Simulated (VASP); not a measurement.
Consider the following.

```
CELL_PARAMETERS angstrom
      0.00000     2.26910     2.26910
      2.26910     0.00000     2.26910
      2.26910     2.26910     0.00000
ATOMIC_POSITIONS crystal
  Li 0.25000 0.25000 0.25000
  Li 0.75000 0.75000 0.75000
  O  0.00000 0.00000 0.00000
```

Level of theory: PBEsol GGA, VASP's PBE PAW potentials (set 64) (plane waves; VASP). Run with 520 eV cut-off, 10×10×10 Γ-centred mesh, Gaussian smearing of 0.050 eV, potentials Li_sv O.

Q: Give the stress tensor in GPa (positive for a compressed cell).

A: 
```
2.78  0.00  0.00
0.00  2.78  0.00
0.00  0.00  2.78
```
The pressure is its mean diagonal, 2.78 GPa.

The compound is Li2O in the antifluorite structure. This cell is one point of a volume scan, at 0.97 of the reference volume.
